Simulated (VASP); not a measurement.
An input for Ansatz (written as the equivalent of a VASP run, and not itself run):

Ansatz 0.2 input:
```yaml
crystal:
  lattice:
    - [0.0000000, 2.8794468, 2.8794468]
    - [2.8794468, 0.0000000, 2.8794468]
    - [2.8794468, 2.8794468, 0.0000000]
  atoms:
    - { symbol: Cd, position: [1.0000000, 0.0000000, 1.0000000] }
    - { symbol: S, position: [0.2500000, 0.2500000, 0.2500000] }
kpoints:
  mp_grid: { grid: [7, 7, 7] }
hamiltonian:
  xc: lda
  pseudopotentials: { kind: paw }
scf:
  occupations: { method: gaussian, width: 0.05 }
  max_iter: 100
relax:
  max_steps: 30
  f_tol: 0.001
output: { forces: true, stress: true, eigenvalues: true }
```

**Question.** Write the VASP files for the same calculation (LDA).

**Answer.** This is not unique; one that fits is 
INCAR:
```
SYSTEM = CdS
PREC = Accurate
ENCUT = 400
EDIFF = 1E-8
NELM = 100
ALGO = Normal
LREAL = .FALSE.
LASPH = .TRUE.
ISMEAR = 0
SIGMA = 0.05
LMAXMIX = 4
LWAVE = .FALSE.
LCHARG = .FALSE.
IBRION = 1
ISIF = 2
NSW = 30
EDIFFG = -0.001
```

### KPOINTS
```
Regular mesh
0
gamma
  7 7 7
```

**POSCAR**
```
CdS
1
    0.0000000000     2.8794467702     2.8794467702
    2.8794467702     0.0000000000     2.8794467702
    2.8794467702     2.8794467702     0.0000000000
Cd S
1 1
Direct
  1.0000000000   0.0000000000   1.0000000000
  0.2500000000   0.2500000000   0.2500000000
```

POTCAR, in this order: Cd S (LDA.64 set). Program: vasp_std.

The two are equivalent in intent, not identical: each code has its own PAW files, so the cut-off isn't converted (ENCUT is set for VASP's; basis.ecutwfc is left out, and Ansatz then takes the one that its files recommend); Ansatz stops its SCF on the density residual and VASP on the energy change (EDIFF); Ansatz's lda is the Perdew-Wang form, while the LDA potentials of VASP carry Perdew-Zunger's.

The structure comes from a computed database's CdS entry (F-43m); how it stands against other phases isn't given here. It was relaxed first, which changed the volume by -6 %. The start is the result of an earlier pass.
